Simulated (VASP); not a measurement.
Crystal: MnS.

```
Mn S
1.0
     0.00000    2.61225    2.61225
     2.61225    0.00000    2.61225
     2.61225    2.61225    0.00000
Mn S
1 1
Direct
  0.00000 0.00000 0.00000
  0.50000 0.50000 0.50000
```

Base run:

| Item | Value |
| --- | --- |
| Program | VASP 6.6.1 |
| Functional | PBEsol |
| Potentials or basis | VASP PAW PBE potentials, release 64 (Mn_pv, S) |
| Cutoff | 520 eV |
| k mesh | 6 × 6 × 6 |
| Occupations | gaussian, width 0.05 eV |
| Spin | collinear spin, ferromagnetic start |
| Starting moments | [4.0, 0.0] μB |
| Fixed moment | 4 μB |
| Hubbard terms | Mn d U = 2 eV |

Its results: pressure -12.2 GPa; net moment 4.00 μB per cell; site moments Mn +3.97; S -0.09 μB.

Question: The run is repeated on the same cell with these changes: fixed moment from 4 μB to none; hubbard terms from Mn d U = 2 eV to Mn d U = 4 eV. What comes out?

Answer: Pressure -0.2 GPa; net moment 5.00 μB per cell; site moments Mn +4.59; S +0.08 μB.

Caveats: the PAW data sets were made with another functional, which shifts forces and pressure a little; a cell with one magnetic atom can't hold antiferromagnetic order, which such compounds often take; the total moment is fixed, so each spin has its own Fermi level (some runs).
